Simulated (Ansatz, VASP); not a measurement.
# Be72H143 (V_H1) in two plane-wave programs, part 2 of 2

One calculation is typed for both programs; each brings its own data sets. How far apart do they land? The cell is taken from a series of runs on this material, whose earlier steps may have relaxed, scaled, displaced or heated it; both programs get it as it stands.

VASP 6.6.1 and Ansatz 0.2.0.

So far. Step 2 (VASP: single point, PBEsol): The run ends at a pressure of -0.10 GPa, with forces up to 15 eV/Å.

## Step 3: Ansatz: single point, PBEsol

Level of this step: Ansatz beside VASP: Kohn-Sham DFT, plane waves, PBEsol (Ansatz).

Ansatz runs on its default PAW (the set named soft_2) files.

The same cell, functional, mesh and smearing now go to Ansatz.

input.yaml

```yaml
crystal:
  lattice:
    - [11.97997845, 0.0, 0.0]
    - [3.99332615, -8.75735955, 7.53777216]
    - [3.99332615, -8.75735955, -7.53777216]
  atoms:
    - { symbol: Be, position: [0.16491836124, 0.1258389957, 0.37529866887] }
    - { symbol: Be, position: [0.16627543444, 0.37519746987, 0.12486644346] }
    - { symbol: Be, position: [0.2638083654, 0.4152749657, 0.41466165992] }
    - { symbol: Be, position: [0.18229414957, 0.16623989697, 0.16609830277] }
    - { symbol: Be, position: [0.14934392746, 0.33500032698, 0.3338322452] }
    - { symbol: Be, position: [0.06928382927, 0.08472986627, 0.0845472083] }
    - { symbol: H, position: [0.21630335784, 0.37217648087, 0.2174590681] }
    - { symbol: H, position: [0.21512960649, 0.21884625622, 0.37140124477] }
    - { symbol: H, position: [0.05673777903, 0.46853149919, 0.12084360754] }
    - { symbol: H, position: [0.27605392805, 0.37873736382, 0.031892969] }
    - { symbol: H, position: [0.30648329315, 0.15932178235, 0.15829757554] }
    - { symbol: H, position: [0.14734132878, 0.41002630449, 0.4091116438] }
    - { symbol: H, position: [0.02532853432, 0.34242401612, 0.33959222485] }
    - { symbol: H, position: [0.18460696457, 0.09099085374, 0.09067976103] }
    - { symbol: H, position: [0.05399341401, 0.12478807998, 0.46792126225] }
    - { symbol: H, position: [0.27498017243, 0.03525661688, 0.37951229303] }
    - { symbol: H, position: [0.116032635, 0.28261324103, 0.12777708174] }
    - { symbol: H, position: [0.11460494891, 0.12986098623, 0.28221841575] }
    - { symbol: Be, position: [0.16581032211, 0.12548320794, 0.8746818011] }
    - { symbol: Be, position: [0.16695353488, 0.37488080167, 0.624280246] }
    - { symbol: Be, position: [0.26211303036, 0.4160811223, 0.91551204276] }
    - { symbol: Be, position: [0.18304164355, 0.16612587762, 0.66512200914] }
    - { symbol: Be, position: [0.15008801819, 0.33434013171, 0.8333228735] }
    - { symbol: Be, position: [0.07002691572, 0.08452085456, 0.58345985844] }
    - { symbol: H, position: [0.21712820411, 0.3714291766, 0.71721984725] }
    - { symbol: H, position: [0.21620211913, 0.21806066333, 0.8715432622] }
    - { symbol: H, position: [0.05710001877, 0.46819521481, 0.62128792224] }
    - { symbol: H, position: [0.2767497416, 0.37753100818, 0.53159111929] }
    - { symbol: H, position: [0.3068412305, 0.15963660381, 0.65797585284] }
    - { symbol: H, position: [0.14679671153, 0.40999249238, 0.90884948853] }
    - { symbol: H, position: [0.02630817538, 0.34114236909, 0.83930186084] }
    - { symbol: H, position: [0.18517871532, 0.09088477292, 0.59001261328] }
    - { symbol: H, position: [0.05568775168, 0.12259386033, 0.967902771] }
    - { symbol: H, position: [0.27558411386, 0.03234100364, 0.8782255192] }
    - { symbol: H, position: [0.11572597857, 0.28250852254, 0.62846897796] }
    - { symbol: H, position: [0.11609324116, 0.12884340393, 0.78162186594] }
    - { symbol: Be, position: [0.16744212187, 0.62611205317, 0.37465904717] }
    - { symbol: Be, position: [0.16589624264, 0.8754355846, 0.12549033097] }
    - { symbol: Be, position: [0.26566327846, 0.91651745281, 0.41280059981] }
    - { symbol: Be, position: [0.18387640294, 0.66611904489, 0.1659682804] }
    - { symbol: Be, position: [0.15058292179, 0.83606221785, 0.33449539419] }
    - { symbol: Be, position: [0.07190760565, 0.5844827099, 0.08308222891] }
    - { symbol: H, position: [0.21641102546, 0.87284097168, 0.2173124304] }
    - { symbol: H, position: [0.21630414075, 0.71940090747, 0.37188629809] }
    - { symbol: H, position: [0.05576688342, 0.96816361362, 0.12121320423] }
    - { symbol: H, position: [0.27557285142, 0.87892606944, 0.03215288107] }
    - { symbol: H, position: [0.3078091307, 0.65948808185, 0.15917109008] }
    - { symbol: H, position: [0.14738480423, 0.9130065328, 0.40863654463] }
    - { symbol: H, position: [0.02635633587, 0.8438909618, 0.34003484309] }
    - { symbol: H, position: [0.18686189381, 0.59054429583, 0.09036470638] }
    - { symbol: H, position: [0.05703038335, 0.62209400351, 0.46720034215] }
    - { symbol: H, position: [0.27652564194, 0.53233275564, 0.37823162364] }
    - { symbol: H, position: [0.1166808196, 0.78216819054, 0.12820625517] }
    - { symbol: H, position: [0.11689194825, 0.62898117396, 0.28209803839] }
    - { symbol: Be, position: [0.16766875619, 0.62544596021, 0.87318622256] }
    - { symbol: Be, position: [0.1673285533, 0.87570405817, 0.62287204296] }
    - { symbol: Be, position: [0.26143660176, 0.91602643228, 0.91595211863] }
    - { symbol: Be, position: [0.18530531718, 0.666343921, 0.66397156821] }
    - { symbol: Be, position: [0.14976378018, 0.83457095498, 0.8330500769] }
    - { symbol: Be, position: [0.071803449, 0.58435636567, 0.58315751749] }
    - { symbol: H, position: [0.21586764843, 0.87278025836, 0.71703417098] }
    - { symbol: H, position: [0.21714238296, 0.71846979585, 0.87056914728] }
    - { symbol: H, position: [0.05632030946, 0.96812985623, 0.62113898511] }
[... 47 lines left out ...]
    - { symbol: Be, position: [0.49889324574, 0.87156354139, 0.12960362107] }
    - { symbol: Be, position: [0.59325989429, 0.91050200752, 0.41605685066] }
    - { symbol: Be, position: [0.51788415748, 0.6607094635, 0.16851511855] }
    - { symbol: Be, position: [0.47733327863, 0.82339891119, 0.33742293028] }
    - { symbol: Be, position: [0.40535865636, 0.58296150634, 0.08409295998] }
    - { symbol: H, position: [0.54761392425, 0.86859709332, 0.22306956475] }
    - { symbol: H, position: [0.55954091833, 0.70724752643, 0.36588535285] }
    - { symbol: H, position: [0.39031935718, 0.96617626188, 0.12202241862] }
    - { symbol: H, position: [0.60832492559, 0.8746726731, 0.034533667] }
    - { symbol: H, position: [0.64143849406, 0.65835856742, 0.15956330605] }
    - { symbol: H, position: [0.48001089957, 0.89531439199, 0.41508966147] }
    - { symbol: H, position: [0.35523056046, 0.84345306557, 0.33770419998] }
    - { symbol: H, position: [0.52154189688, 0.59056892272, 0.08694129166] }
    - { symbol: H, position: [0.38649367417, 0.63048294392, 0.4658772613] }
    - { symbol: H, position: [0.44866456694, 0.77806607598, 0.13456675626] }
    - { symbol: H, position: [0.45291122474, 0.61532920118, 0.28197932808] }
    - { symbol: Be, position: [0.49955585837, 0.62364796282, 0.8753202392] }
    - { symbol: Be, position: [0.49991082924, 0.87394347872, 0.62589341285] }
    - { symbol: Be, position: [0.59439205396, 0.91399924931, 0.91818055113] }
    - { symbol: Be, position: [0.51624030745, 0.66543491799, 0.66620891486] }
    - { symbol: Be, position: [0.48302983746, 0.83304006367, 0.83437967997] }
    - { symbol: Be, position: [0.40786089937, 0.58230271426, 0.57857506198] }
    - { symbol: H, position: [0.55028747576, 0.87099948674, 0.71866015275] }
    - { symbol: H, position: [0.54968774489, 0.71657298335, 0.87154911278] }
    - { symbol: H, position: [0.3897530202, 0.96713130331, 0.62478452484] }
    - { symbol: H, position: [0.60934191081, 0.87746222315, 0.53257137579] }
    - { symbol: H, position: [0.6398947342, 0.66053586862, 0.65979912149] }
    - { symbol: H, position: [0.47959008549, 0.90751844331, 0.91084960559] }
    - { symbol: H, position: [0.35908199787, 0.83998845081, 0.84070924551] }
    - { symbol: H, position: [0.52156740984, 0.59159914515, 0.58769216707] }
    - { symbol: H, position: [0.38958117301, 0.62057106897, 0.96815421134] }
    - { symbol: H, position: [0.60912562714, 0.53063504436, 0.88030908882] }
    - { symbol: H, position: [0.44790290338, 0.78172389776, 0.63165684433] }
    - { symbol: H, position: [0.45089046481, 0.62505299721, 0.78215349496] }
    - { symbol: Be, position: [0.82764340382, 0.12932505224, 0.3760929931] }
    - { symbol: Be, position: [0.83368007347, 0.37637806783, 0.12437455686] }
    - { symbol: Be, position: [0.92913727208, 0.41849256842, 0.41550136592] }
    - { symbol: Be, position: [0.84707780027, 0.16785794662, 0.16722874275] }
    - { symbol: Be, position: [0.80942918888, 0.34516180414, 0.33341179198] }
    - { symbol: Be, position: [0.73587444744, 0.08422704103, 0.08499072435] }
    - { symbol: H, position: [0.8832030605, 0.37465992964, 0.21722118524] }
    - { symbol: H, position: [0.86937973147, 0.2270022553, 0.37608146841] }
    - { symbol: H, position: [0.72461731578, 0.4684648237, 0.11639255478] }
    - { symbol: H, position: [0.94420571163, 0.37739995438, 0.03131482501] }
    - { symbol: H, position: [0.97142185301, 0.15995767138, 0.16086348083] }
    - { symbol: H, position: [0.81188318583, 0.41874197455, 0.40803958009] }
    - { symbol: H, position: [0.68447863697, 0.36625204351, 0.33381758754] }
    - { symbol: H, position: [0.85055605039, 0.09192163793, 0.09176789668] }
    - { symbol: H, position: [0.71989479353, 0.11958147515, 0.46851909135] }
    - { symbol: H, position: [0.9396104612, 0.03717275379, 0.37663379761] }
    - { symbol: H, position: [0.78208221866, 0.28433832196, 0.12852872565] }
    - { symbol: H, position: [0.77795704475, 0.13299407984, 0.28294484726] }
    - { symbol: Be, position: [0.83228818988, 0.12544977346, 0.87496919711] }
    - { symbol: Be, position: [0.83281497201, 0.37549942274, 0.62504355677] }
    - { symbol: Be, position: [0.92883900865, 0.41619477376, 0.91553155132] }
    - { symbol: Be, position: [0.84885526323, 0.16644729271, 0.66563431007] }
    - { symbol: Be, position: [0.81614788146, 0.3340466128, 0.83430718295] }
    - { symbol: Be, position: [0.73642186801, 0.08464272115, 0.58335363363] }
    - { symbol: H, position: [0.88298427906, 0.37157749899, 0.71805725833] }
    - { symbol: H, position: [0.8831019599, 0.21783779548, 0.87168429871] }
    - { symbol: H, position: [0.72320969729, 0.46885704531, 0.62218867866] }
    - { symbol: H, position: [0.94268917627, 0.37859180906, 0.53199059438] }
    - { symbol: H, position: [0.97251632436, 0.15930530104, 0.66035635871] }
    - { symbol: H, position: [0.81354116918, 0.40964029092, 0.90947476033] }
    - { symbol: H, position: [0.69241227187, 0.3399559905, 0.84140552896] }
    - { symbol: H, position: [0.85173164518, 0.09151805856, 0.58969033639] }
    - { symbol: H, position: [0.72266513781, 0.12201156334, 0.96822730736] }
    - { symbol: H, position: [0.94224719773, 0.03243389233, 0.87826512711] }
    - { symbol: H, position: [0.78248347917, 0.28297497011, 0.62814371822] }
    - { symbol: H, position: [0.78206472117, 0.12900236049, 0.7820961337] }
    - { symbol: Be, position: [0.83422239024, 0.62612267669, 0.37496290652] }
    - { symbol: Be, position: [0.83247928823, 0.87501057432, 0.12577284027] }
    - { symbol: Be, position: [0.92796227118, 0.91955972821, 0.41512745369] }
    - { symbol: Be, position: [0.85060765681, 0.66586981918, 0.16569967065] }
    - { symbol: Be, position: [0.81664156535, 0.83428308485, 0.33486592149] }
    - { symbol: Be, position: [0.73882319593, 0.58447205181, 0.08273626191] }
    - { symbol: H, position: [0.88271837952, 0.87223068634, 0.21819945379] }
    - { symbol: H, position: [0.88591924075, 0.71833956646, 0.37051784829] }
    - { symbol: H, position: [0.72250161492, 0.96758816188, 0.12180679474] }
    - { symbol: H, position: [0.94230137178, 0.87895808775, 0.03257952558] }
    - { symbol: H, position: [0.97434960018, 0.660513945, 0.15826145318] }
    - { symbol: H, position: [0.81335208259, 0.91046693429, 0.40967066231] }
    - { symbol: H, position: [0.69478215958, 0.83537265537, 0.34245861335] }
    - { symbol: H, position: [0.85401447768, 0.5902429975, 0.08995715302] }
    - { symbol: H, position: [0.72411717418, 0.62261849611, 0.46780921235] }
    - { symbol: H, position: [0.94484093012, 0.53418047713, 0.37978338842] }
    - { symbol: H, position: [0.78306089225, 0.78185698038, 0.12857129086] }
    - { symbol: H, position: [0.78504575322, 0.62716715035, 0.28199946628] }
    - { symbol: Be, position: [0.83383736774, 0.62613363991, 0.87406750847] }
    - { symbol: Be, position: [0.83291101108, 0.87639511007, 0.62479278641] }
    - { symbol: Be, position: [0.92813541816, 0.91614995914, 0.9163062687] }
    - { symbol: Be, position: [0.85055778319, 0.66684305614, 0.6653303895] }
    - { symbol: Be, position: [0.81646942957, 0.83439879825, 0.83405544896] }
    - { symbol: Be, position: [0.73772677302, 0.5850508278, 0.58421935345] }
    - { symbol: H, position: [0.88298571064, 0.87248428848, 0.71794050657] }
    - { symbol: H, position: [0.88488562334, 0.71834505652, 0.87030813502] }
    - { symbol: H, position: [0.72210296353, 0.96832001982, 0.62375212483] }
    - { symbol: H, position: [0.9422316844, 0.8820312502, 0.53164524187] }
    - { symbol: H, position: [0.97429742866, 0.6599895269, 0.65906491882] }
    - { symbol: H, position: [0.8128821828, 0.90952892395, 0.91018699417] }
    - { symbol: H, position: [0.6928043686, 0.83946773124, 0.84155759627] }
    - { symbol: H, position: [0.85321326041, 0.59075749982, 0.59077526402] }
    - { symbol: H, position: [0.72385174228, 0.62422304388, 0.9668679525] }
    - { symbol: H, position: [0.94314754082, 0.53248244875, 0.87797572829] }
    - { symbol: H, position: [0.78401961671, 0.78288708314, 0.62723974623] }
    - { symbol: H, position: [0.78347514952, 0.62942340529, 0.7815233449] }
  host:
    repeats: [3, 2, 2]
    atoms:
      - { symbol: Be, position: [0.5, 0.25, 0.75] }
      - { symbol: Be, position: [0.5, 0.75, 0.25] }
      # ... 16 more atoms of the perfect host
total_charge: 1
basis:
  ecutwfc: 420
  xc_grid: 2
hamiltonian:
  xc: pbesol
kpoints:
  mp_grid: { grid: [1, 1, 1] }
scf:
  occupations: { method: fermi_dirac, width: 0.01 }
  max_iter: 100
output:
  forces: true
  charged_corrections:
    epsilon: [3.63, 3.74, 3.59]
    static_epsilon: [4.37, 5.16, 5.26]
    defect_position: [0.610062, 0.532222, 0.378227]
checkpoint:
  read: "../qp1.relax_smeared.run"
  write: "../cc1.qp1.lm0.6.run"
  compress: false
  write_wavefunctions: false
  write_every: 100000
```

Command:

```bash
$ ansatz run input.yaml --threads 4 --pin off --max-ram 7536MiB --backend cpu --events-out ev --progress --plain --runs-dir out
```

Numbers of over 12 decimals in the logs are rounded to 6 here.

The log of the run:

```text
Warning: checkpoint.read: the run can stay near the saved state's solution: 215 site(s) moved relative to the saved geometry (max |Δs| = 1.227e-1 fractional); the SCF starts from the saved state under `checkpoint.density_extrapolation: transplant`, in force with no word given; its orbitals are not used off its sites. A run without `checkpoint.read` takes nothing of the state. A lower free energy from it at the same positions (and U, V and field ramp, if any) shows a solution that this start missed, and an equal or higher one rules none out (checkpoint.read, Limitations, in the input reference)
Engine: ansatz 0.2.0, x86_64-unknown-linux-gnu
Pseudopotentials: kind: paw
Pseudopotential: Be, paw, valence charge 2, recommended cutoff 420 eV (normal), Be.paw.azcp
Pseudopotential: H, paw, valence charge 1, recommended cutoff 420 eV (normal), H.paw.azcp
Functional definition: PBEsol
  exchange = pbesol_x
  correlation = pbesol_c
Crystal: 215 atoms, lattice volume = 1581.620 Å³
Basis set: ecut = 420 eV, 30935 PW (Γ), exchange–correlation on 162×180×180 points (8 copies of the dense FFT grid, shifted against one another)
Bands: 358, of which v1, the nominal top of the filled ones, is band 143 counted from 1 (142 counted from 0)
Symmetry: 1 space group operations
Space group: P1 (ITA 1), of the structure as read, at distance tolerance 1.2e-4 Å
k-points: 1
Non-local potential: Be, projectors of the file, l = 0: 2, l = 1: 2, l = 2: 1
Non-local potential: H, projectors of the file, l = 0: 2, l = 1: 1
PAW form: soft (Blöchl's): semilocal exchange-correlation on the pseudo side does not see the compensation charge
[...]
SCF iter  10: F=—  HF=-8742.790266 eV  |F-HF|=—  |Δ(HF+E_count)|=   7.77e-5  Δρ=8.49e-5  dr2=3.94e-4  ethr=3.39e-7  ⟨swp⟩=1.0  Hψ=148  notcnv=0  defer=210
SCF iter  11: F=—  HF=-8742.790203 eV  |F-HF|=—  |Δ(HF+E_count)|=   6.26e-5  Δρ=1.18e-5  dr2=6.44e-6  ethr=1.38e-7  ⟨swp⟩=1.0  Hψ=148  notcnv=0  defer=210
SCF iter  12: F=—  HF=-8742.790465 eV  |F-HF|=—  |Δ(HF+E_count)|=   2.62e-4  Δρ=1.45e-6  dr2=7.38e-8  ethr=3.50e-11  ⟨swp⟩=13.0  Hψ=2883  notcnv=0
[...]
atom 126  Be     0.03038469    -0.04837965    -0.04582535
  atom 127  Be     0.04662359    -0.04163327    -0.01707005
  atom 128  Be     0.00505879     0.05372805     0.06031787
  atom 129  Be    -0.01923848    -0.43572321    -0.05125912
  atom 130  Be    -0.02981312    -0.04224855    -0.02731170
  atom 131  Be     0.05071829     0.16238523    -0.45502688
  atom 132  H      0.00013802     0.03524083     0.03370201
  atom 133  H      0.00545781     0.01502217    -0.00125832
[...]
atom 212  H     -0.06022847    -0.03331450    -0.02755533
  atom 213  H      0.00231477    -0.00575853    -0.00015716
  atom 214  H     -0.00638362     0.01387626     0.01053973
  atom 215  H     -0.01414467     0.02152905     0.00698932
  max |Σ_I F_I| component: 1.47e-5 eV/Å
--- Charged-cell corrections in eV (Makov–Payne, q = +1.000 e, ε = [3.630, 3.740, 3.590] of the electrons, [4.370, 5.160, 5.260] with the ions) ---
  F (periodic)     = -8742.790465  (uncorrected; the corrections below are reported, never added to it)
  E_corr1          = +0.484982  (monopole, q²α_M/2ε̄L, of the cell on which ε is isotropic)
  F Makov-Payne    = n/a  (the rows are of the electrons' constant alone; ansatz place-levels tells what screens the charge)
  no potential alignment in this run, which stands beside a crystal: run the host's input off ansatz write-host-input, and read the two finished runs by ansatz place-levels (neither reads a slab, a wire or a sheet, whose cell leaves a vacuum)
--- Band table (eV) ---
  k-point 0: bands = [... 139 lower, -1.0025, -0.9801, -0.9498, -0.9004, -0.7831, 3.3466, 3.5814, 4.0515, ... 211 higher]
```

Reading the cycles: dr2 is the Hartree energy of the density residual (eV), the measure of convergence; HF is the Harris–Foulkes estimate of the energy, which meets the free energy F at convergence.

## Step 4: Differences

Known differences besides the potentials themselves: the cutoff is 420 eV in Ansatz and 520 eV in VASP (PREC = Accurate, projectors in real space); Ansatz makes its cores anew for this functional, VASP keeps those of its PBE data sets. Total energies have different zeros and are not compared.

Compared:

```
              quantity  Ansatz   VASP  difference
gap on the k mesh (eV)   0.117  0.119      -0.001
```

Forces on 8 of the 215 atoms, those with the largest forces and the largest differences (eV/Å; atoms numbered as in POSCAR):

```
atom          Ansatz x, y, z            VASP x, y, z
Be27   2.482, 7.164, -11.931   2.494, 7.194, -11.969
Be37  -4.878, -7.344, 11.515  -4.884, -7.370, 11.556
H122    0.692, -0.556, 0.341    0.705, -0.558, 0.338
H126    1.084, -0.808, 0.613    1.085, -0.813, 0.611
H146   -0.338, 0.626, -0.729   -0.334, 0.629, -0.733
H153    0.593, 0.812, -0.052    0.586, 0.813, -0.042
H155   0.697, -0.264, -0.893   0.690, -0.269, -0.899
H174   -0.238, -0.889, 0.429   -0.248, -0.888, 0.429
```

The forces differ by 6.2 meV/Å r.m.s., which is 0.8 % of the r.m.s. force of 0.815 eV/Å (both taken over all components). A gap on the mesh is an upper bound, since the band edges may lie between its points. The cell carries a charge of +1 e against a uniform background, so its pressure also hangs on how the neutralising background is counted, and in a defect's cell a gap may be the spacing between its levels.

## Step 5: Summary of results

```
r.m.s. force difference (single point, PBEsol) : 0.76 % of the r.m.s. force
```

What this shows: The r.m.s. force difference is 0.76 % of the r.m.s. force (single point, PBEsol), within the 3 % picked in this series as the mark of a large difference. Such differences can come from data sets, numerical settings and the points named under the comparisons, not from the functional's error against experiment.

[Lines on the potential files, build, host, timing and source positions are cut from VASP's logs without a mark.]

[Logs are printed without paths, hosts, clocks, repeated set-up lines and the standing remarks that a program may print on its own settings, such as how far it seeks lower states.]

[Hosts, paths, dates, database ids (printed as entryN), source tags and the programs' standing remarks are cut or masked in the printed files.]
